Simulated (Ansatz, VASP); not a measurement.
## Sn in two plane-wave programs

One calculation is typed for both programs; each brings its own data sets. How far apart do they land? The cell is taken from a series of runs on this material, whose earlier steps may have relaxed, scaled, displaced or heated it; both programs get it as it stands.

Calculated with Ansatz 0.2.0; plane waves, with VASP 6.6.1 beside it; zone-centre phonons at LDA.

## 1. Starting point

Symmetry: Fd-3m, No. 227, cubic system. Conventional cell: a = 6.385 Å, b = 6.385 Å, c = 6.385 Å, α = 90.00°, β = 90.00°, γ = 90.00°. Nearest to Sn lie 4 Sn at 2.76 Å. That group holds within 0.01 Å; judged at 0.001 Å it is R-3m (No. 166).

As a file:

```cif
data_structure
_symmetry_space_group_name_H-M 'Fd-3m:1'
_symmetry_Int_Tables_number 227
_cell_length_a 6.3847
_cell_length_b 6.3847
_cell_length_c 6.3847
_cell_angle_alpha 90.000
_cell_angle_beta 90.000
_cell_angle_gamma 90.000
_cell_volume 260.26
loop_
_atom_site_label
_atom_site_type_symbol
_atom_site_symmetry_multiplicity
_atom_site_Wyckoff_symbol
_atom_site_fract_x
_atom_site_fract_y
_atom_site_fract_z
_atom_site_occupancy
Sn1 Sn 8 b 0.00000 0.00000 0.50000 1
```

## 2. VASP: zone-centre phonons, LDA

Second derivatives magnify differences that forces hide, and they need a tight electronic threshold.

Lines of VASP's logs that name or quote its potential files are left out, and so is its time.

INCAR reads:

```
SYSTEM = Sn
PREC = Accurate
ENCUT = 500
EDIFF = 1E-08
NELM = 120
ISMEAR = 0
SIGMA = 0.015
LREAL = .FALSE.
ALGO = Normal
GGA = CA
NBANDS = 20
LORBIT = 11
LWAVE = .FALSE.
LCHARG = .FALSE.
ISIF = 2
ISYM = 2
IBRION = 8
LASPH = .TRUE.
GGA_COMPAT = .FALSE.
KPAR = 2
```

POSCAR reads:

```
Sn
1.0
   -0.0027235746      3.1909649553      3.1909649553
    3.1909649553     -0.0027235746      3.1909649553
    3.1909649553      3.1909649553     -0.0027235746
Sn
2
Direct
    0.4998821274      0.4998821274      0.4998821274
    0.7501178726      0.7501178726      0.7501178726
```

KPOINTS reads:

```
Points of the shifted mesh
1728
Reciprocal
 0.0416666667  0.0416666667  0.0416666667 1
 0.0416666667  0.0416666667  0.1250000000 1
 0.0416666667  0.0416666667  0.2083333333 1
 0.0416666667  0.0416666667  0.2916666667 1
 0.0416666667  0.0416666667  0.3750000000 1
 0.0416666667  0.0416666667  0.4583333333 1
 0.0416666667  0.0416666667  0.5416666667 1
 0.0416666667  0.0416666667  0.6250000000 1
 0.0416666667  0.0416666667  0.7083333333 1
 0.0416666667  0.0416666667  0.7916666667 1
 0.0416666667  0.0416666667  0.8750000000 1
 0.0416666667  0.0416666667  0.9583333333 1
 0.0416666667  0.1250000000  0.0416666667 1
 0.0416666667  0.1250000000  0.1250000000 1
 0.0416666667  0.1250000000  0.2083333333 1
 0.0416666667  0.1250000000  0.2916666667 1
 0.0416666667  0.1250000000  0.3750000000 1
 0.0416666667  0.1250000000  0.4583333333 1
 0.0416666667  0.1250000000  0.5416666667 1
 0.0416666667  0.1250000000  0.6250000000 1
 0.0416666667  0.1250000000  0.7083333333 1
 0.0416666667  0.1250000000  0.7916666667 1
 0.0416666667  0.1250000000  0.8750000000 1
 0.0416666667  0.1250000000  0.9583333333 1
 0.0416666667  0.2083333333  0.0416666667 1
 0.0416666667  0.2083333333  0.1250000000 1
 0.0416666667  0.2083333333  0.2083333333 1
 0.0416666667  0.2083333333  0.2916666667 1
 0.0416666667  0.2083333333  0.3750000000 1
 0.0416666667  0.2083333333  0.4583333333 1
 0.0416666667  0.2083333333  0.5416666667 1
 0.0416666667  0.2083333333  0.6250000000 1
 0.0416666667  0.2083333333  0.7083333333 1
 0.0416666667  0.2083333333  0.7916666667 1
 0.0416666667  0.2083333333  0.8750000000 1
 0.0416666667  0.2083333333  0.9583333333 1
 0.0416666667  0.2916666667  0.0416666667 1
 0.0416666667  0.2916666667  0.1250000000 1
 0.0416666667  0.2916666667  0.2083333333 1
 0.0416666667  0.2916666667  0.2916666667 1
 0.0416666667  0.2916666667  0.3750000000 1
 0.0416666667  0.2916666667  0.4583333333 1
 0.0416666667  0.2916666667  0.5416666667 1
 0.0416666667  0.2916666667  0.6250000000 1
 0.0416666667  0.2916666667  0.7083333333 1
 0.0416666667  0.2916666667  0.7916666667 1
 0.0416666667  0.2916666667  0.8750000000 1
 0.0416666667  0.2916666667  0.9583333333 1
 0.0416666667  0.3750000000  0.0416666667 1
 0.0416666667  0.3750000000  0.1250000000 1
 0.0416666667  0.3750000000  0.2083333333 1
 0.0416666667  0.3750000000  0.2916666667 1
 0.0416666667  0.3750000000  0.3750000000 1
 0.0416666667  0.3750000000  0.4583333333 1
 0.0416666667  0.3750000000  0.5416666667 1
 0.0416666667  0.3750000000  0.6250000000 1
 0.0416666667  0.3750000000  0.7083333333 1
 0.0416666667  0.3750000000  0.7916666667 1
 0.0416666667  0.3750000000  0.8750000000 1
 0.0416666667  0.3750000000  0.9583333333 1
 0.0416666667  0.4583333333  0.0416666667 1
 0.0416666667  0.4583333333  0.1250000000 1
 0.0416666667  0.4583333333  0.2083333333 1
 0.0416666667  0.4583333333  0.2916666667 1
 0.0416666667  0.4583333333  0.3750000000 1
 0.0416666667  0.4583333333  0.4583333333 1
 0.0416666667  0.4583333333  0.5416666667 1
 0.0416666667  0.4583333333  0.6250000000 1
 0.0416666667  0.4583333333  0.7083333333 1
 0.0416666667  0.4583333333  0.7916666667 1
 0.0416666667  0.4583333333  0.8750000000 1
 0.0416666667  0.4583333333  0.9583333333 1
 0.0416666667  0.5416666667  0.0416666667 1
 0.0416666667  0.5416666667  0.1250000000 1
 0.0416666667  0.5416666667  0.2083333333 1
 0.0416666667  0.5416666667  0.2916666667 1
 0.0416666667  0.5416666667  0.3750000000 1
 0.0416666667  0.5416666667  0.4583333333 1
 0.0416666667  0.5416666667  0.5416666667 1
 0.0416666667  0.5416666667  0.6250000000 1
 0.0416666667  0.5416666667  0.7083333333 1
 0.0416666667  0.5416666667  0.7916666667 1
 0.0416666667  0.5416666667  0.8750000000 1
 0.0416666667  0.5416666667  0.9583333333 1
 0.0416666667  0.6250000000  0.0416666667 1
 0.0416666667  0.6250000000  0.1250000000 1
 0.0416666667  0.6250000000  0.2083333333 1
 0.0416666667  0.6250000000  0.2916666667 1
 0.0416666667  0.6250000000  0.3750000000 1
 0.0416666667  0.6250000000  0.4583333333 1
 0.0416666667  0.6250000000  0.5416666667 1
 0.0416666667  0.6250000000  0.6250000000 1
 0.0416666667  0.6250000000  0.7083333333 1
 0.0416666667  0.6250000000  0.7916666667 1
 0.0416666667  0.6250000000  0.8750000000 1
 0.0416666667  0.6250000000  0.9583333333 1
 0.0416666667  0.7083333333  0.0416666667 1
 0.0416666667  0.7083333333  0.1250000000 1
 0.0416666667  0.7083333333  0.2083333333 1
 0.0416666667  0.7083333333  0.2916666667 1
 0.0416666667  0.7083333333  0.3750000000 1
 0.0416666667  0.7083333333  0.4583333333 1
 0.0416666667  0.7083333333  0.5416666667 1
 0.0416666667  0.7083333333  0.6250000000 1
 0.0416666667  0.7083333333  0.7083333333 1
 0.0416666667  0.7083333333  0.7916666667 1
 0.0416666667  0.7083333333  0.8750000000 1
 0.0416666667  0.7083333333  0.9583333333 1
 0.0416666667  0.7916666667  0.0416666667 1
 0.0416666667  0.7916666667  0.1250000000 1
 0.0416666667  0.7916666667  0.2083333333 1
 0.0416666667  0.7916666667  0.2916666667 1
[... 1390 lines left out ...]
 0.8750000000  0.4583333333  0.1250000000 1
 0.8750000000  0.4583333333  0.2083333333 1
 0.8750000000  0.4583333333  0.2916666667 1
 0.8750000000  0.4583333333  0.3750000000 1
 0.8750000000  0.4583333333  0.4583333333 1
 0.8750000000  0.4583333333  0.5416666667 1
 0.8750000000  0.4583333333  0.6250000000 1
 0.8750000000  0.4583333333  0.7083333333 1
 0.8750000000  0.4583333333  0.7916666667 1
 0.8750000000  0.4583333333  0.8750000000 1
 0.8750000000  0.4583333333  0.9583333333 1
 0.8750000000  0.5416666667  0.0416666667 1
 0.8750000000  0.5416666667  0.1250000000 1
 0.8750000000  0.5416666667  0.2083333333 1
 0.8750000000  0.5416666667  0.2916666667 1
 0.8750000000  0.5416666667  0.3750000000 1
 0.8750000000  0.5416666667  0.4583333333 1
 0.8750000000  0.5416666667  0.5416666667 1
 0.8750000000  0.5416666667  0.6250000000 1
 0.8750000000  0.5416666667  0.7083333333 1
 0.8750000000  0.5416666667  0.7916666667 1
 0.8750000000  0.5416666667  0.8750000000 1
 0.8750000000  0.5416666667  0.9583333333 1
 0.8750000000  0.6250000000  0.0416666667 1
 0.8750000000  0.6250000000  0.1250000000 1
 0.8750000000  0.6250000000  0.2083333333 1
 0.8750000000  0.6250000000  0.2916666667 1
 0.8750000000  0.6250000000  0.3750000000 1
 0.8750000000  0.6250000000  0.4583333333 1
 0.8750000000  0.6250000000  0.5416666667 1
 0.8750000000  0.6250000000  0.6250000000 1
 0.8750000000  0.6250000000  0.7083333333 1
 0.8750000000  0.6250000000  0.7916666667 1
 0.8750000000  0.6250000000  0.8750000000 1
 0.8750000000  0.6250000000  0.9583333333 1
 0.8750000000  0.7083333333  0.0416666667 1
 0.8750000000  0.7083333333  0.1250000000 1
 0.8750000000  0.7083333333  0.2083333333 1
 0.8750000000  0.7083333333  0.2916666667 1
 0.8750000000  0.7083333333  0.3750000000 1
 0.8750000000  0.7083333333  0.4583333333 1
 0.8750000000  0.7083333333  0.5416666667 1
 0.8750000000  0.7083333333  0.6250000000 1
 0.8750000000  0.7083333333  0.7083333333 1
 0.8750000000  0.7083333333  0.7916666667 1
 0.8750000000  0.7083333333  0.8750000000 1
 0.8750000000  0.7083333333  0.9583333333 1
 0.8750000000  0.7916666667  0.0416666667 1
 0.8750000000  0.7916666667  0.1250000000 1
 0.8750000000  0.7916666667  0.2083333333 1
 0.8750000000  0.7916666667  0.2916666667 1
 0.8750000000  0.7916666667  0.3750000000 1
 0.8750000000  0.7916666667  0.4583333333 1
 0.8750000000  0.7916666667  0.5416666667 1
 0.8750000000  0.7916666667  0.6250000000 1
 0.8750000000  0.7916666667  0.7083333333 1
 0.8750000000  0.7916666667  0.7916666667 1
 0.8750000000  0.7916666667  0.8750000000 1
 0.8750000000  0.7916666667  0.9583333333 1
 0.8750000000  0.8750000000  0.0416666667 1
 0.8750000000  0.8750000000  0.1250000000 1
 0.8750000000  0.8750000000  0.2083333333 1
 0.8750000000  0.8750000000  0.2916666667 1
 0.8750000000  0.8750000000  0.3750000000 1
 0.8750000000  0.8750000000  0.4583333333 1
 0.8750000000  0.8750000000  0.5416666667 1
 0.8750000000  0.8750000000  0.6250000000 1
 0.8750000000  0.8750000000  0.7083333333 1
 0.8750000000  0.8750000000  0.7916666667 1
 0.8750000000  0.8750000000  0.8750000000 1
 0.8750000000  0.8750000000  0.9583333333 1
 0.8750000000  0.9583333333  0.0416666667 1
 0.8750000000  0.9583333333  0.1250000000 1
 0.8750000000  0.9583333333  0.2083333333 1
 0.8750000000  0.9583333333  0.2916666667 1
 0.8750000000  0.9583333333  0.3750000000 1
 0.8750000000  0.9583333333  0.4583333333 1
 0.8750000000  0.9583333333  0.5416666667 1
 0.8750000000  0.9583333333  0.6250000000 1
 0.8750000000  0.9583333333  0.7083333333 1
 0.8750000000  0.9583333333  0.7916666667 1
 0.8750000000  0.9583333333  0.8750000000 1
 0.8750000000  0.9583333333  0.9583333333 1
 0.9583333333  0.0416666667  0.0416666667 1
 0.9583333333  0.0416666667  0.1250000000 1
 0.9583333333  0.0416666667  0.2083333333 1
 0.9583333333  0.0416666667  0.2916666667 1
 0.9583333333  0.0416666667  0.3750000000 1
 0.9583333333  0.0416666667  0.4583333333 1
 0.9583333333  0.0416666667  0.5416666667 1
 0.9583333333  0.0416666667  0.6250000000 1
 0.9583333333  0.0416666667  0.7083333333 1
 0.9583333333  0.0416666667  0.7916666667 1
 0.9583333333  0.0416666667  0.8750000000 1
 0.9583333333  0.0416666667  0.9583333333 1
 0.9583333333  0.1250000000  0.0416666667 1
 0.9583333333  0.1250000000  0.1250000000 1
 0.9583333333  0.1250000000  0.2083333333 1
 0.9583333333  0.1250000000  0.2916666667 1
 0.9583333333  0.1250000000  0.3750000000 1
 0.9583333333  0.1250000000  0.4583333333 1
 0.9583333333  0.1250000000  0.5416666667 1
 0.9583333333  0.1250000000  0.6250000000 1
 0.9583333333  0.1250000000  0.7083333333 1
 0.9583333333  0.1250000000  0.7916666667 1
 0.9583333333  0.1250000000  0.8750000000 1
 0.9583333333  0.1250000000  0.9583333333 1
 0.9583333333  0.2083333333  0.0416666667 1
 0.9583333333  0.2083333333  0.1250000000 1
 0.9583333333  0.2083333333  0.2083333333 1
 0.9583333333  0.2083333333  0.2916666667 1
 0.9583333333  0.2083333333  0.3750000000 1
 0.9583333333  0.2083333333  0.4583333333 1
 0.9583333333  0.2083333333  0.5416666667 1
 0.9583333333  0.2083333333  0.6250000000 1
 0.9583333333  0.2083333333  0.7083333333 1
 0.9583333333  0.2083333333  0.7916666667 1
 0.9583333333  0.2083333333  0.8750000000 1
 0.9583333333  0.2083333333  0.9583333333 1
 0.9583333333  0.2916666667  0.0416666667 1
 0.9583333333  0.2916666667  0.1250000000 1
 0.9583333333  0.2916666667  0.2083333333 1
 0.9583333333  0.2916666667  0.2916666667 1
 0.9583333333  0.2916666667  0.3750000000 1
 0.9583333333  0.2916666667  0.4583333333 1
 0.9583333333  0.2916666667  0.5416666667 1
 0.9583333333  0.2916666667  0.6250000000 1
 0.9583333333  0.2916666667  0.7083333333 1
 0.9583333333  0.2916666667  0.7916666667 1
 0.9583333333  0.2916666667  0.8750000000 1
 0.9583333333  0.2916666667  0.9583333333 1
 0.9583333333  0.3750000000  0.0416666667 1
 0.9583333333  0.3750000000  0.1250000000 1
 0.9583333333  0.3750000000  0.2083333333 1
 0.9583333333  0.3750000000  0.2916666667 1
 0.9583333333  0.3750000000  0.3750000000 1
 0.9583333333  0.3750000000  0.4583333333 1
 0.9583333333  0.3750000000  0.5416666667 1
 0.9583333333  0.3750000000  0.6250000000 1
 0.9583333333  0.3750000000  0.7083333333 1
 0.9583333333  0.3750000000  0.7916666667 1
 0.9583333333  0.3750000000  0.8750000000 1
 0.9583333333  0.3750000000  0.9583333333 1
 0.9583333333  0.4583333333  0.0416666667 1
 0.9583333333  0.4583333333  0.1250000000 1
 0.9583333333  0.4583333333  0.2083333333 1
 0.9583333333  0.4583333333  0.2916666667 1
 0.9583333333  0.4583333333  0.3750000000 1
 0.9583333333  0.4583333333  0.4583333333 1
 0.9583333333  0.4583333333  0.5416666667 1
 0.9583333333  0.4583333333  0.6250000000 1
 0.9583333333  0.4583333333  0.7083333333 1
 0.9583333333  0.4583333333  0.7916666667 1
 0.9583333333  0.4583333333  0.8750000000 1
 0.9583333333  0.4583333333  0.9583333333 1
 0.9583333333  0.5416666667  0.0416666667 1
 0.9583333333  0.5416666667  0.1250000000 1
 0.9583333333  0.5416666667  0.2083333333 1
 0.9583333333  0.5416666667  0.2916666667 1
 0.9583333333  0.5416666667  0.3750000000 1
 0.9583333333  0.5416666667  0.4583333333 1
 0.9583333333  0.5416666667  0.5416666667 1
 0.9583333333  0.5416666667  0.6250000000 1
 0.9583333333  0.5416666667  0.7083333333 1
 0.9583333333  0.5416666667  0.7916666667 1
 0.9583333333  0.5416666667  0.8750000000 1
 0.9583333333  0.5416666667  0.9583333333 1
 0.9583333333  0.6250000000  0.0416666667 1
 0.9583333333  0.6250000000  0.1250000000 1
 0.9583333333  0.6250000000  0.2083333333 1
 0.9583333333  0.6250000000  0.2916666667 1
 0.9583333333  0.6250000000  0.3750000000 1
 0.9583333333  0.6250000000  0.4583333333 1
 0.9583333333  0.6250000000  0.5416666667 1
 0.9583333333  0.6250000000  0.6250000000 1
 0.9583333333  0.6250000000  0.7083333333 1
 0.9583333333  0.6250000000  0.7916666667 1
 0.9583333333  0.6250000000  0.8750000000 1
 0.9583333333  0.6250000000  0.9583333333 1
 0.9583333333  0.7083333333  0.0416666667 1
 0.9583333333  0.7083333333  0.1250000000 1
 0.9583333333  0.7083333333  0.2083333333 1
 0.9583333333  0.7083333333  0.2916666667 1
 0.9583333333  0.7083333333  0.3750000000 1
 0.9583333333  0.7083333333  0.4583333333 1
 0.9583333333  0.7083333333  0.5416666667 1
 0.9583333333  0.7083333333  0.6250000000 1
 0.9583333333  0.7083333333  0.7083333333 1
 0.9583333333  0.7083333333  0.7916666667 1
 0.9583333333  0.7083333333  0.8750000000 1
 0.9583333333  0.7083333333  0.9583333333 1
 0.9583333333  0.7916666667  0.0416666667 1
 0.9583333333  0.7916666667  0.1250000000 1
 0.9583333333  0.7916666667  0.2083333333 1
 0.9583333333  0.7916666667  0.2916666667 1
 0.9583333333  0.7916666667  0.3750000000 1
 0.9583333333  0.7916666667  0.4583333333 1
 0.9583333333  0.7916666667  0.5416666667 1
 0.9583333333  0.7916666667  0.6250000000 1
 0.9583333333  0.7916666667  0.7083333333 1
 0.9583333333  0.7916666667  0.7916666667 1
 0.9583333333  0.7916666667  0.8750000000 1
 0.9583333333  0.7916666667  0.9583333333 1
 0.9583333333  0.8750000000  0.0416666667 1
 0.9583333333  0.8750000000  0.1250000000 1
 0.9583333333  0.8750000000  0.2083333333 1
 0.9583333333  0.8750000000  0.2916666667 1
 0.9583333333  0.8750000000  0.3750000000 1
 0.9583333333  0.8750000000  0.4583333333 1
 0.9583333333  0.8750000000  0.5416666667 1
 0.9583333333  0.8750000000  0.6250000000 1
 0.9583333333  0.8750000000  0.7083333333 1
 0.9583333333  0.8750000000  0.7916666667 1
 0.9583333333  0.8750000000  0.8750000000 1
 0.9583333333  0.8750000000  0.9583333333 1
 0.9583333333  0.9583333333  0.0416666667 1
 0.9583333333  0.9583333333  0.1250000000 1
 0.9583333333  0.9583333333  0.2083333333 1
 0.9583333333  0.9583333333  0.2916666667 1
 0.9583333333  0.9583333333  0.3750000000 1
 0.9583333333  0.9583333333  0.4583333333 1
 0.9583333333  0.9583333333  0.5416666667 1
 0.9583333333  0.9583333333  0.6250000000 1
 0.9583333333  0.9583333333  0.7083333333 1
 0.9583333333  0.9583333333  0.7916666667 1
 0.9583333333  0.9583333333  0.8750000000 1
 0.9583333333  0.9583333333  0.9583333333 1
```

PAW data sets: Sn_d (LDA family, release 64).

Launch:

```sh
$ mpirun -np 2 vasp_std
```

Numbers of over 12 decimals in the logs are rounded to 6 here.

Output:

```text
[banner, memory and clock lines left out]
running    2 mpi-ranks, on    1 nodes
 distrk:  each k-point on    1 cores,    2 groups
 distr:  one band on    1 cores,    1 groups

 POSCAR found type information on POSCAR Sn
 POSCAR found :  1 types and       2 ions
 LDA part: xc-table for (Slater(with rela. corr.)+CA(PZ))
 , standard interpolation
 POSCAR, INCAR and KPOINTS ok, starting setup
 FFT: planning ... GRIDC
 FFT: planning ... GRID_SOFT
 FFT: planning ... GRID
 WAVECAR not read
 entering main loop
       N       E                     dE             d eps       ncg     rms          rms(c)
DAV:   1     0.222995780121E+03    0.22300E+03   -0.14800E+04 69540   0.204E+03
DAV:   2     0.147806980035E+02   -0.20822E+03   -0.20439E+03 69288   0.444E+02
DAV:   3    -0.829782691030E+01   -0.23079E+02   -0.22931E+02 78892   0.144E+02
DAV:   4    -0.904326498819E+01   -0.74544E+00   -0.74508E+00 78752   0.292E+01
DAV:   5    -0.906900818570E+01   -0.25743E-01   -0.25743E-01 94036   0.531E+00    0.356E+00
DAV:   6    -0.897197110509E+01    0.97037E-01   -0.46600E-02 86872   0.233E+00    0.200E+00
DAV:   7    -0.892456841243E+01    0.47403E-01   -0.69479E-02 72044   0.235E+00    0.152E-01
DAV:   8    -0.892521462184E+01   -0.64621E-03   -0.57815E-03 79976   0.837E-01    0.573E-02
DAV:   9    -0.892530502840E+01   -0.90407E-04   -0.19089E-04 90692   0.103E-01    0.157E-02
DAV:  10    -0.892530341069E+01    0.16177E-05   -0.17549E-05 93404   0.478E-02    0.440E-03
DAV:  11    -0.892530380942E+01   -0.39873E-06   -0.12856E-06 74612   0.770E-03    0.192E-03
DAV:  12    -0.892530381100E+01   -0.15775E-08   -0.64712E-08 73392   0.202E-03
   1 F= -.89253038E+01 E0= -.89252940E+01  d E =-.195935E-04
 Linear response reoptimize wavefunctions to high precision
DAV:   1    -0.892530381055E+01    0.45611E-09   -0.66083E-09 75528   0.717E-04
DAV:   2    -0.892530381058E+01   -0.36380E-10   -0.36014E-10 45472   0.192E-04
 Linear response DOF=           1
 Linear response progress:
  Degree of freedom:   1/  1
       N       E                     dE             d eps       ncg     rms          rms(c)
RMM:   1    -0.216209581546E+00   -0.21621E+00    0.63853E-01 86652   0.104E+01
RMM:   2    -0.223067596554E+00   -0.68580E-02   -0.20600E-02120992   0.121E+00    0.750E-02
RMM:   3    -0.223273231340E+00   -0.20563E-03   -0.17283E-03126722   0.336E-01    0.354E-02
RMM:   4    -0.223210494760E+00    0.62737E-04   -0.12218E-04127583   0.102E-01    0.111E-02
RMM:   5    -0.223216556464E+00   -0.60617E-05   -0.16041E-05129960   0.333E-02    0.375E-03
RMM:   6    -0.223217849172E+00   -0.12927E-05   -0.13065E-06126675   0.991E-03    0.166E-03
RMM:   7    -0.223216723041E+00    0.11261E-05   -0.22506E-07128108   0.363E-03    0.337E-04
RMM:   8    -0.223214461901E+00    0.22611E-05   -0.44946E-08131450   0.132E-03    0.217E-04
RMM:   9    -0.223213162720E+00    0.12992E-05   -0.57441E-08131714   0.530E-04    0.435E-05
RMM:  10    -0.223213369441E+00   -0.20672E-06    0.19413E-08137687   0.238E-04    0.332E-05
RMM:  11    -0.223213250991E+00    0.11845E-06    0.90854E-09133277   0.125E-04    0.924E-06
RMM:  12    -0.223213240474E+00    0.10517E-07    0.18479E-08141136   0.751E-05    0.587E-06
RMM:  13    -0.223213217347E+00    0.23126E-07    0.20676E-08135331   0.531E-05    0.199E-06
RMM:  14    -0.223213197186E+00    0.20161E-07    0.11354E-08138455   0.427E-05    0.439E-07
RMM:  15    -0.223213192129E+00    0.50569E-08    0.68311E-09117714   0.372E-05    0.255E-07
 first order change of Fermi-energy   0.10611E+01
 force on displaced ion       1 direction 1 :  -8.261  -0.351  -0.351
 Linear response finished
```

(Continued in part 2 of 2.)

[Lines on the potential files, build, host, timing and source positions are cut from VASP's logs without a mark.]

[Logs are printed without paths, hosts, clocks, repeated set-up lines and the standing remarks that a program may print on its own settings, such as how far it seeks lower states.]

[Hosts, paths, dates, database ids (printed as entryN), source tags and the programs' standing remarks are cut or masked in the printed files.]
